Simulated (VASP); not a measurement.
Input of a VASP 6.6.1 run:

The input INCAR:

```
PREC = Normal
ENCUT = 520
EDIFF = 1E-4
ISMEAR = 0
SIGMA = 0.15
LREAL = False
LASPH = True
NELM = 60
ALGO = Fast
ISIF = 3
LWAVE = False
LCHARG = False
GGA = PE
IBRION = 2
NSW = 24
EDIFFG = -0.08
KPAR = 2
```

The input KPOINTS:

```
regular mesh
0
Gamma
  3 3 3
```

The input POSCAR:

```
Mg3CdSe2O2
1.0
    5.9661162100      0.0000000000      0.0000000000
   -2.9830581100      5.1668082000      0.0000000000
    0.0000000000      0.0000000000      4.9475184300
Mg Cd Se O
3 1 2 2
Direct
    0.5000000000      0.0000000000      0.5000000000
    0.0000000000      0.5000000000      0.5000000000
    0.5000000000      0.5000000000      0.5000000000
    0.0000000000      0.0000000000      0.0000000000
    0.3333333300      0.6666666700      0.0000000000
    0.6666666700      0.3333333300      0.0000000000
    0.0000000000      0.0000000000      0.3354575100
    0.0000000000      0.0000000000      0.6645424900
```

Potentials or basis: VASP PAW PBE potentials, release 64 (Mg, Cd, Se, O).

The run is started by

```sh
$ cat potpaw_PBE.64/Mg/POTCAR potpaw_PBE.64/Cd/POTCAR potpaw_PBE.64/Se/POTCAR potpaw_PBE.64/O/POTCAR > POTCAR
$ mpirun -np 2 vasp_std > vasp.out
```

(1) Predict the band gap on the k mesh.

(2) Predict the space group after relaxing (to 0.05 Å).

(3) Estimate the relaxed cell.

Results:

(1) none (metal or under the smearing width).

(2) P6/mmm (No. 191).

(3) a = 5.418 Å, b = 5.418 Å, c = 6.015 Å, α = 90.00°, β = 90.00°, γ = 120.00°.

Caveat: the k mesh is coarse (spacing up to 0.42 Å⁻¹), so the values aren't converged.
